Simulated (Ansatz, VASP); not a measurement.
## AlNi in two plane-wave programs

Wanted: the spread between two codes on one cell, functional and k mesh. The cell is taken from a series of runs on this material, whose earlier steps may have relaxed, scaled, displaced or heated it; both programs get it as it stands.

Program: Ansatz 0.2.0. Level of theory: plane waves, with VASP 6.6.1 beside it; zone-centre phonons at LDA. Results are calculated unless marked as measured.

### Step 1. Starting point

It takes space group Cmmm (No. 65, orthorhombic). The conventional cell has a = 4.010 Å, b = 4.085 Å, c = 2.799 Å, α = 90.00°, β = 90.00°, γ = 90.00°. Nearest to Al lie 8 Ni at 2.45 to 2.48 Å. Nearest to Ni lie 8 Al at 2.45 to 2.48 Å. Farther neighbours are not listed.

### Step 2. VASP: zone-centre phonons, LDA

Second derivatives magnify differences that forces hide, and they need a tight electronic threshold.

Lines of VASP's logs that name or quote its potential files are left out, and so is its time.

File INCAR:

```
SYSTEM = AlNi
PREC = Accurate
ENCUT = 600
EDIFF = 1E-08
NELM = 120
ISMEAR = 1
SIGMA = 0.2
LREAL = .FALSE.
ALGO = Normal
GGA = CA
NBANDS = 12
LASPH = .TRUE.
LORBIT = 11
LWAVE = .FALSE.
LCHARG = .FALSE.
ISIF = 2
IBRION = 8
GGA_COMPAT = .FALSE.
KPAR = 2
```

File POSCAR:

```
AlNi
1.0
    2.8619485270      0.0266064221      0.0000000000
    0.0266064221      2.8619485270      0.0000000000
    0.0000000000      0.0000000000      2.7989290534
Al Ni
1 1
Direct
    0.0000000000      0.0000000000      0.0000000000
    0.5000000000      0.5000000000      0.5000000000
```

File KPOINTS:

```
Automatic mesh
0
Gamma
16 16 16
0 0 0
```

Potentials, in the order of the species: Al and Ni (LDA family, release 64).

Run with:

```bash
$ mpirun -np 2 vasp_std
```

Numbers of over 12 decimals in the logs are rounded to 6 here.

What it wrote:

```text
[banner, memory and clock lines left out]
running    2 mpi-ranks, on    1 nodes
 distrk:  each k-point on    1 cores,    2 groups
 distr:  one band on    1 cores,    1 groups

 POSCAR found type information on POSCAR AlNi
 POSCAR found :  2 types and       2 ions
 LDA part: xc-table for (Slater(with rela. corr.)+CA(PZ))
 , standard interpolation
 POSCAR, INCAR and KPOINTS ok, starting setup
 FFT: planning ... GRIDC
 FFT: planning ... GRID_SOFT
 FFT: planning ... GRID
 WAVECAR not read
 entering main loop
       N       E                     dE             d eps       ncg     rms          rms(c)
DAV:   1     0.443992802317E+02    0.44399E+02   -0.62599E+03 15952   0.130E+03
DAV:   2    -0.117803100410E+02   -0.56180E+02   -0.51906E+02 16164   0.210E+02
DAV:   3    -0.136013926470E+02   -0.18211E+01   -0.17965E+01 18984   0.441E+01
DAV:   4    -0.136255933283E+02   -0.24201E-01   -0.24192E-01 17500   0.458E+00
DAV:   5    -0.136262058056E+02   -0.61248E-03   -0.61246E-03 19048   0.811E-01    0.120E+01
DAV:   6    -0.151866533907E+02   -0.15604E+01   -0.45080E+01 17540   0.109E+02    0.145E+01
DAV:   7    -0.122204521093E+02    0.29662E+01   -0.13604E+01 17672   0.658E+01    0.101E+00
DAV:   8    -0.122066876517E+02    0.13764E-01   -0.28018E-01 19096   0.602E+00    0.102E+00
DAV:   9    -0.121910072692E+02    0.15680E-01   -0.46705E-02 19184   0.323E+00    0.168E-01
DAV:  10    -0.121906416552E+02    0.36561E-03   -0.10916E-03 19096   0.489E-01    0.797E-02
DAV:  11    -0.121906429540E+02   -0.12988E-05   -0.34733E-05 18876   0.533E-02    0.228E-02
DAV:  12    -0.121906423340E+02    0.62003E-06   -0.36794E-06 19800   0.325E-02    0.422E-03
DAV:  13    -0.121906421637E+02    0.17032E-06   -0.53303E-07 23956   0.711E-03    0.154E-03
DAV:  14    -0.121906421648E+02   -0.11212E-08   -0.30060E-08 11504   0.220E-03
   1 F= -.12190642E+02 E0= -.12190794E+02  d E =0.455886E-03
 Linear response reoptimize wavefunctions to high precision
DAV:   1    -0.121906421640E+02    0.82127E-09   -0.12539E-08 19404   0.184E-03
DAV:   2    -0.121906421640E+02   -0.19099E-10   -0.10946E-10  9016   0.993E-05
 Linear response DOF=           4
 Linear response progress:
  Degree of freedom:   1/  4
       N       E                     dE             d eps       ncg     rms          rms(c)
RMM:   1    -0.594044595711E-02   -0.59404E-02    0.31355E-03 62583   0.667E-01
RMM:   2    -0.561840483191E-02    0.32204E-03   -0.34671E-05 41322   0.240E-01    0.618E-02
RMM:   3    -0.560181258431E-02    0.16592E-04   -0.11436E-04 45831   0.871E-02    0.302E-02
RMM:   4    -0.566776267483E-02   -0.65950E-04   -0.46024E-05 45308   0.526E-02    0.595E-03
RMM:   5    -0.567166137259E-02   -0.38987E-05   -0.36293E-06 46856   0.125E-02    0.156E-03
RMM:   6    -0.567081692045E-02    0.84445E-06   -0.14973E-07 45105   0.332E-03    0.903E-04
RMM:   7    -0.567082033934E-02   -0.34189E-08   -0.19563E-08 43437   0.161E-03    0.636E-04
 first order change of Fermi-energy   0.34850E-03
 force on displaced ion       1 direction 1 :  -6.276   0.569   0.000
 Linear response progress:
  Degree of freedom:   2/  4
       N       E                     dE             d eps       ncg     rms          rms(c)
RMM:   1    -0.551467962600E-02   -0.55147E-02    0.15543E-03 34975   0.626E-01
RMM:   2    -0.523864282591E-02    0.27604E-03   -0.87690E-05 23398   0.220E-01    0.580E-02
RMM:   3    -0.522531493365E-02    0.13328E-04   -0.91527E-05 25700   0.785E-02    0.291E-02
RMM:   4    -0.528803537674E-02   -0.62720E-04   -0.40712E-05 25449   0.492E-02    0.562E-03
RMM:   5    -0.529126441903E-02   -0.32290E-05   -0.30941E-06 26233   0.115E-02    0.169E-03
RMM:   6    -0.529098680265E-02    0.27762E-06   -0.30774E-07 24830   0.323E-03    0.879E-04
RMM:   7    -0.529099698224E-02   -0.10180E-07   -0.11119E-08 24002   0.165E-03    0.555E-04
RMM:   8    -0.529112253460E-02   -0.12555E-06   -0.30989E-09 27713   0.477E-04    0.217E-04
RMM:   9    -0.529120504257E-02   -0.82508E-07   -0.59644E-10 27657   0.130E-04    0.838E-06
RMM:  10    -0.529118402254E-02    0.21020E-07    0.54663E-11 27462   0.401E-05    0.956E-06
RMM:  11    -0.529118782979E-02   -0.38072E-08   -0.31805E-11 27761   0.152E-05    0.610E-07
 first order change of Fermi-energy  -0.14853E-03
 force on displaced ion       1 direction 3 :   0.000   0.000  -6.247
 Linear response progress:
  Degree of freedom:   3/  4
       N       E                     dE             d eps       ncg     rms          rms(c)
RMM:   1    -0.188150671251E+00   -0.18815E+00   -0.10033E-01 41335   0.270E+00
RMM:   2    -0.186691474986E+00    0.14592E-02   -0.17732E-03 41697   0.524E-01    0.130E-01
RMM:   3    -0.186702882174E+00   -0.11407E-04   -0.14365E-04 44701   0.102E-01    0.765E-02
RMM:   4    -0.187106151032E+00   -0.40327E-03   -0.17438E-04 48241   0.102E-01    0.527E-03
RMM:   5    -0.187088755898E+00    0.17395E-04   -0.34473E-06 49346   0.196E-02    0.327E-03
RMM:   6    -0.187085480462E+00    0.32754E-05   -0.24338E-07 45030   0.604E-03    0.230E-03
RMM:   7    -0.187078344924E+00    0.71355E-05   -0.10942E-07 49047   0.357E-03    0.488E-04
RMM:   8    -0.187074480558E+00    0.38644E-05   -0.91704E-09 50933   0.792E-04    0.906E-05
RMM:   9    -0.187074039551E+00    0.44101E-06   -0.20028E-09 51565   0.203E-04    0.231E-05
RMM:  10    -0.187073845550E+00    0.19400E-06   -0.16538E-09 52078   0.685E-05    0.873E-06
RMM:  11    -0.187073857338E+00   -0.11788E-07   -0.15702E-09 51289   0.397E-05    0.150E-06
RMM:  12    -0.187073854488E+00    0.28506E-08   -0.15857E-09 52704   0.279E-05    0.544E-07
 first order change of Fermi-energy  -0.72489E-03
 force on displaced ion       2 direction 1 :  -6.308   0.564   0.000
 Linear response progress:
  Degree of freedom:   4/  4
       N       E                     dE             d eps       ncg     rms          rms(c)
RMM:   1    -0.187168415226E+00   -0.18717E+00   -0.98976E-02 23235   0.269E+00
RMM:   2    -0.185886678665E+00    0.12817E-02   -0.18142E-03 23347   0.517E-01    0.128E-01
RMM:   3    -0.185866600535E+00    0.20078E-04   -0.13694E-04 25092   0.101E-01    0.756E-02
RMM:   4    -0.186237538570E+00   -0.37094E-03   -0.18619E-04 26928   0.107E-01    0.588E-03
RMM:   5    -0.186223277432E+00    0.14261E-04   -0.38734E-06 27319   0.220E-02    0.453E-03
RMM:   6    -0.186216976979E+00    0.63005E-05   -0.45690E-07 24389   0.766E-03    0.260E-03
RMM:   7    -0.186207305131E+00    0.96718E-05   -0.10437E-07 27976   0.289E-03    0.361E-04
RMM:   8    -0.186204171746E+00    0.31334E-05   -0.51682E-09 28643   0.639E-04    0.761E-05
RMM:   9    -0.186203682886E+00    0.48886E-06   -0.35592E-09 27192   0.219E-04    0.320E-05
RMM:  10    -0.186203487010E+00    0.19588E-06   -0.25034E-09 27501   0.999E-05    0.508E-06
RMM:  11    -0.186203512838E+00   -0.25828E-07   -0.25240E-09 29143   0.420E-05    0.184E-06
RMM:  12    -0.186203525596E+00   -0.12758E-07   -0.25214E-09 28824   0.284E-05    0.649E-07
RMM:  13    -0.186203528170E+00   -0.25744E-08   -0.25603E-09 24616   0.251E-05    0.308E-07
 first order change of Fermi-energy   0.26139E-02
 force on displaced ion       2 direction 3 :  -0.000   0.000  -6.242
 Linear response finished
```

From OUTCAR (step 2):

```text
ion  position               nearest neighbor table
   1  0.000  0.000  0.000-   2 2.45   2 2.45   2 2.45   2 2.45   2 2.48   2 2.48   2 2.48   2 2.48

  LATTYP: Found a base centered orthorhombic cell.
 ALAT       =     4.0097792587
 B/A-ratio  =     1.0187676979
 C/A-ratio  =     0.6980257198

 Subroutine GETGRP returns: Found  8 space group operations
 (whereof  8 operations were pure point group operations)

The static configuration has the point symmetry D_2h.

 Found    657 irreducible k-points:

   k-points           NKPTS =    657   k-points in BZ     NKDIM =    657   number of bands    NBANDS=     12

   dimension x,y,z NGX =    24 NGY =   24 NGZ =   24
   dimension x,y,z NGXF=    48 NGYF=   48 NGZF=   48

   ENCUT  =  600.0 eV  44.10 Ry    6.64 a.u.   5.72  5.72  5.59*2*pi/ulx,y,z

   NELECT =      13.0000    total number of electrons

 k-points in reciprocal lattice and weights: Automatic mesh
   0.00000000  0.00000000  0.00000000       0.000
   0.06250000  0.00000000  0.00000000       0.001
   0.12500000  0.00000000  0.00000000       0.001
   0.18750000  0.00000000  0.00000000       0.001
   0.25000000  0.00000000  0.00000000       0.001
   0.31250000  0.00000000  0.00000000       0.001
   0.37500000  0.00000000  0.00000000       0.001
   0.43750000  0.00000000  0.00000000       0.001
   0.50000000  0.00000000  0.00000000       0.000
[...]
-0.43750000  0.43750000  0.50000000       0.000
   0.50000000  0.50000000  0.50000000       0.000

 average (electrostatic) potential at core
       1 -67.7737       2 -81.0515

  Total       -0.2973737     -0.2973737      0.0521173     -0.3432915      0.0000000      0.0000000
  in kB      -20.7842891    -20.7842891      3.6426225    -23.9936104      0.0000000      0.0000000
  external PRESSURE =     -12.6419852 kB  Pullay stress =       0.0000000 kB

  energy-cutoff  :      600.00
  volume of cell :       22.92
      direct lattice vectors                 reciprocal lattice vectors
     2.861948527  0.026606422  0.000000000     0.349442495 -0.003248631  0.000000000
     0.026606422  2.861948527  0.000000000    -0.003248631  0.349442495  0.000000000
     0.000000000  0.000000000  2.798929053     0.000000000  0.000000000  0.357279510

 POSITION                                       TOTAL-FORCE (eV/Angst)
 -----------------------------------------------------------------------------------
      0.00000      0.00000      0.00000        -0.000000      0.000000      0.000000
      1.44428      1.44428      1.39946         0.000000      0.000000      0.000000
 -----------------------------------------------------------------------------------
    total drift:                                0.000000      0.000000     -0.000000

 Eigenvectors and eigenvalues of the dynamical matrix
 ----------------------------------------------------

   1 f  =    9.519568 THz    59.813211 2PiTHz  317.538618 cm-1    39.369753 meV
             X         Y         Z           dx          dy          dz
      0.000000  0.000000  0.000000    -0.584914    0.584914    0.000000
      1.444277  1.444277  1.399465     0.397335   -0.397335    0.000000

   2 f  =    9.087158 THz    57.096299 2PiTHz  303.114969 cm-1    37.581449 meV
             X         Y         Z           dx          dy          dz
      0.000000  0.000000  0.000000     0.000000    0.000000    0.827780
      1.444277  1.444277  1.399465     0.000000    0.000000   -0.561053

   3 f  =    8.695687 THz    54.636613 2PiTHz  290.056896 cm-1    35.962456 meV
             X         Y         Z           dx          dy          dz
      0.000000  0.000000  0.000000    -0.584661   -0.584661    0.000000
      1.444277  1.444277  1.399465     0.397708    0.397708    0.000000

   4 f/i=    0.001530 THz     0.009611 2PiTHz    0.051021 cm-1     0.006326 meV
             X         Y         Z           dx          dy          dz
      0.000000  0.000000  0.000000     0.000000    0.000000   -0.561053
      1.444277  1.444277  1.399465     0.000000    0.000000   -0.827780

   5 f/i=    0.008329 THz     0.052333 2PiTHz    0.277827 cm-1     0.034446 meV
             X         Y         Z           dx          dy          dz
      0.000000  0.000000  0.000000     0.397335   -0.397335    0.000000
      1.444277  1.444277  1.399465     0.584914   -0.584914    0.000000

   6 f/i=    0.013156 THz     0.082663 2PiTHz    0.438846 cm-1     0.054410 meV
             X         Y         Z           dx          dy          dz
      0.000000  0.000000  0.000000     0.397708    0.397708    0.000000
      1.444277  1.444277  1.399465     0.584661    0.584661    0.000000

 ELASTIC MODULI CONTR FROM IONIC RELAXATION (kBar)
 Direction    XX          YY          ZZ          XY          YZ          ZX
 --------------------------------------------------------------------------------
 XX           0.0000      0.0000      0.0000      0.0000      0.0000      0.0000
 YY           0.0000      0.0000      0.0000      0.0000      0.0000      0.0000
 ZZ           0.0000      0.0000      0.0000      0.0000      0.0000      0.0000
 XY           0.0000      0.0000      0.0000      0.0000      0.0000      0.0000
 YZ           0.0000      0.0000      0.0000      0.0000      0.0000      0.0000
 ZX           0.0000      0.0000      0.0000      0.0000      0.0000      0.0000
 --------------------------------------------------------------------------------
```

This run has no spin polarisation, so a moment on Ni, if there is one, isn't seen. Its electron count is odd, so without a moment it is a metal by construction.

(Part 1 of 2 ends here.)

[Lines on the potential files, build, host, timing and source positions are cut from VASP's logs without a mark.]

[Logs are printed without paths, hosts, clocks, repeated set-up lines and the standing remarks that a program may print on its own settings, such as how far it seeks lower states.]

[Hosts, paths, dates, database ids (printed as entryN), source tags and the programs' standing remarks are cut or masked in the printed files.]
